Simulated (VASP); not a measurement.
Method: LDA (Ceperley-Alder, Perdew-Zunger), VASP's LDA PAW potentials (set 64) (plane waves; VASP).

Input for VASP

**INCAR**
```
ALGO = Normal
EDIFF = 1E-6
EDIFFG = -0.02
ENCUT = 620
IBRION = 2
ISIF = 3
ISMEAR = 1
LASPH = .TRUE.
LCHARG = .FALSE.
LMAXMIX = 4
LREAL = .FALSE.
LWAVE = .FALSE.
NELM = 100
NSW = 40
PREC = Accurate
PSTRESS = 100
SIGMA = 0.1
SYSTEM = YN
```

POSCAR:
```
YN
1
   -0.0000000000     2.3708668320     2.3708668320
    2.3708668320    -0.0000000000     2.3708668320
    2.3708668320     2.3708668320     0.0000000000
Y N
1 1
Direct
  0.0000000000   0.0000000000   0.0000000000
  0.5000000000   0.5000000000   0.5000000000
```

### KPOINTS
```
kpoints
0
Gamma
  13 13 13
```

POTCAR, in this order: Y_sv N (LDA.64 set). Program: vasp_std.

Question: What will the output report for the number of irreducible k-points (NKPTS), largest plane-wave count, number of space-group operations, FFT grid (NGX, NGY, NGZ)?

Answer: 
```
Quantity                                      Result
--------------------------------------  ------------
number of irreducible k-points (NKPTS)            84
largest plane-wave count                         950
number of space-group operations                  48
FFT grid (NGX, NGY, NGZ)                28 × 28 × 28
```

The compound is YN in the rock salt structure. It was relaxed first under an external pressure of 10 GPa.
